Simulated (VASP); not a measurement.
Here is the system:

```
CaO
1.0
    0.00000     2.39120     2.39120
    2.39120     0.00000     2.39120
    2.39120     2.39120     0.00000
Ca O
1 1
Direct
  0.00000   0.00000   0.00000
  0.50000   0.50000   0.50000
```

Level of theory: PW91 GGA, VASP's PBE PAW potentials (set 64) (plane waves; VASP). Settings: 520 eV cut-off, 9×9×9 Γ-centred mesh, Gaussian smearing of 0.050 eV, potentials Ca_sv O.

**Question.** Give the stress tensor in GPa (positive for a compressed cell).

**Answer.** 
```
3.50  0.00  0.00
0.00  3.50  0.00
0.00  0.00  3.50
```
The pressure is its mean diagonal, 3.50 GPa.

The compound is CaO in the rock salt structure. This cell is one point of a volume scan, at 0.97 of the reference volume.
